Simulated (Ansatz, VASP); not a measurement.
# Cross-check of C (undercooled, nearly rigid carbon at 5000 K) between VASP and Ansatz

One calculation is typed for both programs; each brings its own data sets. How far apart do they land? The cell is taken from a series of runs on this material, whose earlier steps may have relaxed, scaled, displaced or heated it; both programs get it as it stands.

Main program and level: Ansatz 0.2.0; plane waves, with VASP 6.6.1 beside it; single point at PBE.

**1. The structure**

The cell holds 123 atoms: 123 C. Its edges and angles: a = 11.085 Å, b = 11.085 Å, c = 11.085 Å, α = 90.0°, β = 90.0°, γ = 90.0°. As first built, before any earlier steps moved the atoms (in the runner's words): 123 atoms (123 C) placed at random at 1.8 g/cm^3, melted at 6000 K for 10 ps at fixed volume with the LCBOP (Los and Fasolino, Phys. Rev. B 68, 024107 (2003)). Snapshot at the end of a hold of 5 ps at 5000 K and fixed volume.

**2. VASP: single point, PBE**

With cell and atoms fixed, the geometry can't cause a difference; cores, projectors, grids and the points listed under the comparison can.

Lines of VASP's logs that name or quote its potential files are left out, and so is its time.

INCAR

```
SYSTEM = C
PREC = Accurate
ENCUT = 600
EDIFF = 1E-06
NELM = 120
ISMEAR = 0
SIGMA = 0.05
LREAL = Auto
ALGO = Normal
GGA = PE
NBANDS = 336
LORBIT = 11
LWAVE = .FALSE.
LCHARG = .FALSE.
ISIF = 2
LASPH = .TRUE.
GGA_COMPAT = .FALSE.
NCORE = 4
```

POSCAR

```
C
1.0
   11.0851000000      0.0000000000      0.0000000000
    0.0000000000     11.0851000000      0.0000000000
    0.0000000000      0.0000000000     11.0851000000
C
123
Direct
    0.5462600000      0.0603200000      0.2263400000
    0.6416500000      0.6583900000      0.0498300000
    0.3106000000      0.3621300000      0.4107400000
    0.2460000000      0.0644100000      0.9935500000
    0.7285700000      0.5705700000      0.4091900000
    0.0501800000      0.9783400000      0.4806400000
    0.7241800000      0.2801800000      0.3794600000
    0.3177500000      0.4807000000      0.3289700000
    0.4497700000      0.1052900000      0.9208300000
    0.8876900000      0.5159600000      0.5931800000
    0.3194100000      0.8008400000      0.3605000000
    0.6000200000      0.7767400000      0.3779200000
    0.0147700000      0.3284300000      0.4739300000
    0.6295900000      0.7224300000      0.8448700000
    0.1295200000      0.5692800000      0.9350300000
    0.9023500000      0.9861800000      0.9213200000
    0.2821200000      0.4647500000      0.7129500000
    0.1312500000      0.0101300000      0.5827500000
    0.7431900000      0.7336200000      0.7762400000
    0.2771200000      0.0350100000      0.7787900000
    0.1631100000      0.6890200000      0.9507600000
    0.1089500000      0.5644900000      0.3647500000
    0.3445300000      0.4652900000      0.0130100000
    0.1999900000      0.9433700000      0.7919700000
    0.4984300000      0.5688400000      0.6872100000
    0.7498400000      0.0290800000      0.3542500000
    0.9563700000      0.0117500000      0.2105900000
    0.4333400000      0.1418500000      0.1398900000
    0.7175400000      0.1726400000      0.6842400000
    0.3234800000      0.0711100000      0.6632600000
[... 87 atom lines left out ...]
    0.9678200000      0.8079700000      0.1863600000
    0.3864200000      0.4874000000      0.7705500000
    0.8111200000      0.0068500000      0.4814700000
    0.1376500000      0.9058100000      0.6890200000
    0.2728800000      0.7233800000      0.2759500000
    0.8629500000      0.6053200000      0.2093300000
```

KPOINTS

```
Automatic mesh
0
Gamma
1 1 1
0 0 0
```

The projector-augmented-wave data sets are C (PBE family, release 64).

On the command line:

```sh
mpirun -np 16 vasp_gam
```

Numbers of over 12 decimals in the logs are rounded to 6 here.

Log:

```text
[banner, memory and clock lines left out]
running   16 mpi-ranks, on    1 nodes
[...]
LDA part: xc-table for (Slater+PW92), standard interpolation
 POSCAR, INCAR and KPOINTS ok, starting setup
[...]
entering main loop
       N       E                     dE             d eps       ncg     rms          rms(c)
DAV:   1     0.363954369896E+04    0.36395E+04   -0.29662E+05   672   0.159E+03
DAV:   2    -0.591370678203E+03   -0.42309E+04   -0.40046E+04   832   0.334E+02
DAV:   3    -0.972045029079E+03   -0.38067E+03   -0.36296E+03   816   0.957E+01
DAV:   4    -0.987615578124E+03   -0.15571E+02   -0.15292E+02   872   0.199E+01
[...]
DAV:  20    -0.937270701588E+03    0.56782E-05   -0.21301E-05   704   0.973E-03    0.105E-02
DAV:  21    -0.937270699887E+03    0.17015E-05   -0.89697E-06   712   0.624E-03    0.620E-03
DAV:  22    -0.937270699191E+03    0.69593E-06   -0.35330E-06   608   0.394E-03
   1 F= -.93727070E+03 E0= -.93723843E+03  d E =-.645458E-01
```

From OUTCAR (step 2):

```text
  FREE ENERGIE OF THE ION-ELECTRON SYSTEM (eV)
  ---------------------------------------------------
  free  energy   TOTEN  =      -937.2706991909 eV

  energy  without entropy=     -937.2061534311  energy(sigma->0) =     -937.23842631
```

The run ends at a pressure of -14.57 GPa, with forces up to 16 eV/Å.

**3. Ansatz: single point, PBE**

Ansatz runs on its default PAW (the set named soft_2) files.

The same cell, functional, mesh and smearing now go to Ansatz, which takes its cutoff from its data sets.

input.yaml

```yaml
crystal:
  lattice:
    - [11.0851, 0.0, 0.0]
    - [0.0, 11.0851, 0.0]
    - [0.0, 0.0, 11.0851]
  atoms:
    - { symbol: C, position: [0.54626, 0.06032, 0.22634] }
    - { symbol: C, position: [0.64165, 0.65839, 0.04983] }
    - { symbol: C, position: [0.3106, 0.36213, 0.41074] }
    - { symbol: C, position: [0.246, 0.06441, 0.99355] }
    - { symbol: C, position: [0.72857, 0.57057, 0.40919] }
    - { symbol: C, position: [0.05018, 0.97834, 0.48064] }
    - { symbol: C, position: [0.72418, 0.28018, 0.37946] }
    - { symbol: C, position: [0.31775, 0.4807, 0.32897] }
    - { symbol: C, position: [0.44977, 0.10529, 0.92083] }
    - { symbol: C, position: [0.88769, 0.51596, 0.59318] }
    - { symbol: C, position: [0.31941, 0.80084, 0.3605] }
    - { symbol: C, position: [0.60002, 0.77674, 0.37792] }
    - { symbol: C, position: [0.01477, 0.32843, 0.47393] }
    - { symbol: C, position: [0.62959, 0.72243, 0.84487] }
    - { symbol: C, position: [0.12952, 0.56928, 0.93503] }
    - { symbol: C, position: [0.90235, 0.98618, 0.92132] }
    - { symbol: C, position: [0.28212, 0.46475, 0.71295] }
    - { symbol: C, position: [0.13125, 0.01013, 0.58275] }
    - { symbol: C, position: [0.74319, 0.73362, 0.77624] }
    - { symbol: C, position: [0.27712, 0.03501, 0.77879] }
    - { symbol: C, position: [0.16311, 0.68902, 0.95076] }
    - { symbol: C, position: [0.10895, 0.56449, 0.36475] }
    - { symbol: C, position: [0.34453, 0.46529, 0.01301] }
    - { symbol: C, position: [0.19999, 0.94337, 0.79197] }
    - { symbol: C, position: [0.49843, 0.56884, 0.68721] }
    - { symbol: C, position: [0.74984, 0.02908, 0.35425] }
    - { symbol: C, position: [0.95637, 0.01175, 0.21059] }
    - { symbol: C, position: [0.43334, 0.14185, 0.13989] }
    - { symbol: C, position: [0.71754, 0.17264, 0.68424] }
    - { symbol: C, position: [0.32348, 0.07111, 0.66326] }
[... 87 atom lines left out ...]
    - { symbol: C, position: [0.96782, 0.80797, 0.18636] }
    - { symbol: C, position: [0.38642, 0.4874, 0.77055] }
    - { symbol: C, position: [0.81112, 0.00685, 0.48147] }
    - { symbol: C, position: [0.13765, 0.90581, 0.68902] }
    - { symbol: C, position: [0.27288, 0.72338, 0.27595] }
    - { symbol: C, position: [0.86295, 0.60532, 0.20933] }
kpoints:
  mp_grid: { grid: [1, 1, 1] }
hamiltonian:
  xc: pbe
scf:
  occupations: { method: gaussian, width: 0.05 }
output:
  forces: true
  stress: true
  populations: true
  dos:
    method: { smearing: { sigma: 0.1 } }
    de: 0.1
    projected: { site_lists: { C: [C] } }
  eigenvalues: true
  write_density: true
  write_potential: true
  volumetric_format: npy
  elf: true
```

On the command line:

```sh
ansatz run input.yaml --threads 4 --pin off --max-ram 8192MiB --backend cpu --events-out ev --progress --plain --runs-dir out
```

Log:

```text
Engine: ansatz 0.2.0, aarch64-unknown-linux-gnu
Pseudopotentials: kind: paw
Pseudopotential: C, paw, valence charge 4, recommended cutoff 420 eV (normal), C.paw.azcp
Functional definition: PBE
  parameter kappa = 0.804
  parameter beta = 0.066725
  exchange = pbe_x(kappa = kappa, mu = beta*pi^2/3)
  correlation = pbe_c(beta = beta)
Crystal: 123 atoms, lattice volume = 1362.131 Å³
Basis set: ecut = 420 eV, 26745 PW (Γ), exchange–correlation on 150×150×150 points (8 copies of the dense FFT grid, shifted against one another)
Bands: 369, of which v1, the nominal top of the filled ones, is band 246 counted from 1 (245 counted from 0)
Symmetry: 1 space group operations
Space group: P1 (ITA 1), of the structure as read, at distance tolerance 1.1e-4 Å
k-points: 1
Non-local potential: C, projectors of the file, l = 0: 2, l = 1: 2, l = 2: 1
PAW form: soft (Blöchl's): semilocal exchange-correlation on the pseudo side does not see the compensation charge
PAW one-centre angular grid: C, 110 points (default); XC on 64 Gauss nodes
Initial density: superposition of atomic densities (neutral atoms: chi_scale 0, normalization atom), corrected by the library's trained network
Initial wavefunctions: pseudopotential atomic-orbital guess
Functional: x = pbe(κ = 0.804, μ = 0.219515), c = pbe(β = 0.066725)
SCF iter   1: F=—  HF=-30668.580963 eV  |F-HF|=—  |Δ(HF+E_count)|=         —  Δρ=1.61e-2  dr2=5.91e0  ethr=1.77e-3  ⟨swp⟩=5.0  Hψ=1466  notcnv=0  defer=87
preconditioner: auto → LDOS  [metal: Δε(μ)=0.025 eV  Ē_g=12.262 eV  σ=0.050 eV  W_gap=0.28  n_scr=256 (ndim 8)  ℏωp=22.3 eV  f_vac=0.134  D(μ)=45.35/eV (n_scr^D=340)  β→1.0]
SCF iter   2: F=—  HF=-30668.020663 eV  |F-HF|=—  |Δ(HF+E_count)|=   5.60e-1  Δρ=7.54e-3  dr2=1.11e0  ethr=1.20e-3  ⟨swp⟩=3.0  Hψ=621  notcnv=0  defer=110
SCF iter   3: F=—  HF=-30667.900321 eV  |F-HF|=—  |Δ(HF+E_count)|=   1.20e-1  Δρ=2.92e-3  dr2=2.18e-1  ethr=2.25e-4  ⟨swp⟩=2.0  Hψ=448  notcnv=0  defer=110
SCF iter   4: F=—  HF=-30667.880345 eV  |F-HF|=—  |Δ(HF+E_count)|=   2.00e-2  Δρ=1.34e-3  dr2=4.30e-2  ethr=4.44e-5  ⟨swp⟩=2.0  Hψ=451  notcnv=0  defer=110
SCF iter   5: F=—  HF=-30667.876480 eV  |F-HF|=—  |Δ(HF+E_count)|=   3.87e-3  Δρ=6.58e-4  dr2=1.01e-2  ethr=8.74e-6  ⟨swp⟩=3.0  Hψ=542  notcnv=0  defer=110
SCF iter   6: F=—  HF=-30667.875675 eV  |F-HF|=—  |Δ(HF+E_count)|=   8.05e-4  Δρ=2.92e-4  dr2=1.90e-3  ethr=2.05e-6  ⟨swp⟩=2.0  Hψ=318  notcnv=0  defer=110
SCF iter   7: F=—  HF=-30667.875545 eV  |F-HF|=—  |Δ(HF+E_count)|=   1.30e-4  Δρ=1.30e-4  dr2=3.85e-4  ethr=3.87e-7  ⟨swp⟩=2.0  Hψ=406  notcnv=0  defer=110
SCF iter   8: F=—  HF=-30667.875539 eV  |F-HF|=—  |Δ(HF+E_count)|=   5.84e-6  Δρ=5.85e-5  dr2=8.28e-5  ethr=7.83e-8  ⟨swp⟩=2.0  Hψ=459  notcnv=0  defer=110
SCF iter   9: F=—  HF=-30667.873566 eV  |F-HF|=—  |Δ(HF+E_count)|=   1.97e-3  Δρ=2.56e-5  dr2=1.53e-5  ethr=1.68e-8  ⟨swp⟩=1.0  Hψ=369  notcnv=0  defer=110
SCF iter  10: F=—  HF=-30667.873565 eV  |F-HF|=—  |Δ(HF+E_count)|=   1.09e-6  Δρ=1.21e-5  dr2=3.34e-6  ethr=3.11e-9  ⟨swp⟩=2.0  Hψ=401  notcnv=0  defer=110
SCF iter  11: F=—  HF=-30667.873564 eV  |F-HF|=—  |Δ(HF+E_count)|=   2.54e-7  Δρ=5.53e-6  dr2=6.82e-7  ethr=6.79e-10  ⟨swp⟩=2.0  Hψ=452  notcnv=0  defer=110
SCF iter  12: F=—  HF=-30667.873564 eV  |F-HF|=—  |Δ(HF+E_count)|=   4.63e-8  Δρ=2.28e-6  dr2=1.04e-7  ethr=1.39e-10  ⟨swp⟩=3.0  Hψ=552  notcnv=0  defer=110
SCF iter  13: F=-30667.873564 eV  HF=-30667.873564 eV  |F-HF|=2.01e-8  |Δ(HF+E_count)|=   4.40e-9  Δρ=1.14e-6  dr2=2.70e-8  ethr=2.03e-11  ⟨swp⟩=25.0  Hψ=3158  notcnv=0
SCF 1 converged in 13 iterations: F = -30667.873564 eV  dr2 = 2.70e-8
  greatest PAW one-centre occupation: 0.727 electrons in one spin orbital (limit 2), on the C atom at site 48 (counted from 0), in its partial waves of l = 0
[...]
atom  84  C    -11.41158433     0.80534273    -4.87204020
  atom  85  C      1.47204861    -1.05602033    -1.85555428
  atom  86  C     -0.67950846     4.64700459    -1.56490618
  atom  87  C     -2.54011862    -3.59621684    -3.51568573
  atom  88  C     -1.37158077     3.02814748    -2.87167786
  atom  89  C      0.74565229    -0.17616786    -3.42415666
  atom  90  C      1.14026040    -3.59539914     0.12966565
  atom  91  C      2.46152076    -2.25055992     1.18598131
  atom  92  C     -0.89605027    -2.01526004     0.00511027
  atom  93  C     -2.05728691    -1.50042574     0.66802787
  atom  94  C     -4.16876640     2.62464434     3.77924524
  atom  95  C     -4.20631843    -3.06747638    -8.46210392
  atom  96  C      0.99687496    -0.33612937     3.87967899
  atom  97  C      0.83843535     2.69188339    -0.41289765
  atom  98  C      4.77721388     2.52548689    -3.58057152
  atom  99  C     11.50988461    -5.16299926    -4.26941664
  atom 100  C     -1.20930669     1.19692621     3.17510027
  atom 101  C     -2.70880942    -0.67505908    -2.18857619
  atom 102  C      1.56729738     2.25851061    -1.30094275
  atom 103  C      0.26523538    -0.96675345     1.12988737
  atom 104  C      0.79407686    -0.74598629     3.19845214
  atom 105  C      3.24022634    -2.04164527     0.43468159
  atom 106  C      0.39181237     2.31044059     0.47040774
  atom 107  C     -9.04066547     1.33853319     2.32691645
[...]
atom 116  C     -0.95669856    -2.14347304    -1.50124471
  atom 117  C      3.83127797    -2.81022415    -2.46909049
  atom 118  C     -2.27063537    -7.31588225     2.79256321
  atom 119  C      3.25733819     2.98782890     0.84751751
  atom 120  C     -2.75416482     4.60714240     2.18014871
  atom 121  C     -3.86636783    -0.94239222    -3.42451769
  atom 122  C     -2.53039592    -0.82185596    -0.43672870
  atom 123  C     -0.13437866     2.09846301     0.16561789
  max |Σ_I F_I| component: 8.40e-5 eV/Å
--- Stress (GPa, compression-positive) ---
      -12.056679       4.650262       1.621850
        4.650262     -15.065084      -1.842944
        1.621850      -1.842944     -16.459179
  P = ⅓ Tr σ = -14.5270 GPa (-145.270 kbar)
--- Band table (eV) ---
  k-point 0: bands = [... 242 lower, 4.2356, 4.2590, 4.2821, 4.3896, 4.4127, 4.4450, 4.5495, 4.5969, ... 119 higher]
--- Löwdin populations: 123 sites ---
  site symbol       q [e]
     0      C      3.9370
     1      C      3.9262
     2      C      3.9421
     3      C      3.9454
     4      C      4.0191
     5      C      3.9231
     6      C      3.9815
     7      C      3.9670
     8      C      3.9705
     9      C      3.9296
    10      C      3.9815
    11      C      3.9611
    12      C      4.0247
    13      C      3.9448
    14      C      3.9461
    15      C      3.9850
    16      C      3.9384
    17      C      3.9738
    18      C      3.9696
    19      C      3.9071
    20      C      3.8949
    21      C      4.1040
    22      C      4.0504
    23      C      3.9661
[...]
115      C      3.9677
   116      C      3.9843
   117      C      3.9584
   118      C      3.9278
   119      C      3.9490
   120      C      3.9369
   121      C      3.9720
   122      C      4.0029
  spilling = 0.009240 (of n_electrons = 492.000000)
```

**4. Comparison**

Known differences besides the potentials themselves: the cutoff is 420 eV in Ansatz and 600 eV in VASP (PREC = Accurate, projectors in real space). Total energies have different zeros and are not compared.

Compared:

```tsv
quantity	Ansatz	VASP	difference
pressure (GPa)	-14.53	-14.57	+0.04
```

Forces on 8 of the 123 atoms, those with the largest forces and the largest differences (eV/Å; atoms numbered as in POSCAR):

```tsv
atom	Ansatz x, y, z	VASP x, y, z
C2	-5.538, -9.708, 6.671	-5.563, -9.732, 6.698
C31	-3.581, -7.179, 1.674	-3.616, -7.244, 1.689
C41	5.296, 8.783, -2.813	5.321, 8.844, -2.837
C51	15.423, -3.501, -1.672	15.484, -3.515, -1.672
C56	7.381, -6.929, 0.597	7.436, -6.962, 0.586
C73	-9.687, 4.373, 2.372	-9.722, 4.410, 2.397
C84	-11.412, 0.805, -4.872	-11.453, 0.811, -4.938
C99	11.510, -5.163, -4.269	11.578, -5.182, -4.290
```

The forces differ by 22 meV/Å r.m.s., which is 0.6 % of the r.m.s. force of 3.486 eV/Å (both taken over all components).

**5. Results**

```json
{
 "r.m.s. force difference (single point, PBE)": "0.63 % of the r.m.s. force"
}
```

The r.m.s. force difference is 0.63 % of the r.m.s. force (single point, PBE), within the 3 % picked in this series as the mark of a large difference. How closely two codes agree says nothing of how well the functional describes the real material.

[Lines on the potential files, build, host, timing and source positions are cut from VASP's logs without a mark.]

[Logs are printed without paths, hosts, clocks, repeated set-up lines and the standing remarks that a program may print on its own settings, such as how far it seeks lower states.]

[Hosts, paths, dates, database ids (printed as entryN), source tags and the programs' standing remarks are cut or masked in the printed files.]
